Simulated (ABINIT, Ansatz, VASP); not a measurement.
MnO₂ (P4_2/mnm, 6 atoms in the cell) computed with different codes at matched settings

Self-consistent single point, at a second geometry (lattice scaled by 0.98). First geometry:

```xyz
6
Lattice="4.3362 0.0000 0.0000 0.0000 4.3362 0.0000 0.0000 0.0000 2.8284" Properties=species:S:1:pos:R:3 pbc="T T T"
Mn     0.0000     0.0000     0.0000
Mn     2.1681     2.1681     1.4142
O      1.3225     1.3225     0.0000
O      3.4906     0.8456     1.4142
O      0.8456     3.4906     1.4142
O      3.0137     3.0137     0.0000
```
Moments meant for the start (each program seeds them in its own way; μB, in the order of the atoms Mn Mn O O O O): 3.0 -3.0 0.0 0.0 0.0 0.0.

Shared settings, as Ansatz (a quantum-chemistry and plane-wave program) writes them: kpoints.mp_grid.grid = 3 3 5; scf.occupations.method = fermi_dirac; scf.occupations.width = 0.02 eV. Potentials and cutoffs stand in the table.

```
code                                                                       model  ΔF from the first geometry (meV/atom)  pressure (GPa)  largest force (eV/Å)   cutoff
------  ------------------------------------------------------------------------  -------------------------------------  --------------  --------------------  -------
Ansatz                                                    PBE, default PAW files                                   79.9           34.50                 0.745   420 eV
VASP                                     PBE, VASP's PBE PAW potentials (set 64)                                   83.6           28.44                 0.767   400 eV
ABINIT  PBE, norm-conserving pseudopotentials (PseudoDojo nc-sr-05 PBE standard)                                   78.2           34.88                 0.709  1306 eV
```

For Ansatz (by 1.0 GPa) and VASP (by 8.2 GPa) the energy change implies a higher mean pressure, against the two pressures, than for the other programs: a sign of finite-basis (Pulay) stress.

On Ansatz's run: the magnetic order is the one reached from the typed start; others were not searched systematically.

The spread over the programs that give each value: ΔF from the first geometry within 5.4 meV/atom; pressure within 6.44 GPa; largest force within 0.058 eV/Å.

Ansatz's pressure is given at a fixed set of plane waves, as the other plane-wave codes print theirs; with its correction for the finite basis it is 35.48 GPa (the shift of 0.98 GPa shows how far the cutoff is from converged). In the pressure, VASP (by 6.06) lies more than 1 GPa from the median of the plane-wave programs.

The shared mesh is coarse (it stands for a supercell whose shortest vector is 13 Å), so the values are not converged in it.

VASP's run is marked for a possible Pulay error in its stress at this cutoff; no cutoff test was made.

The starting cell has typed, rounded lattice constants, without a prior relaxation at this level. Its lattice was rescaled by a random factor within 2.5 % of one. For this run, on top of that: lattice scaled by 0.98.

Left out of this page: Quantum ESPRESSO, GPAW, CP2K, Elk, FLEUR and SIESTA (not drawn, or without a comparable value).

Keys are those of Ansatz 0.2.
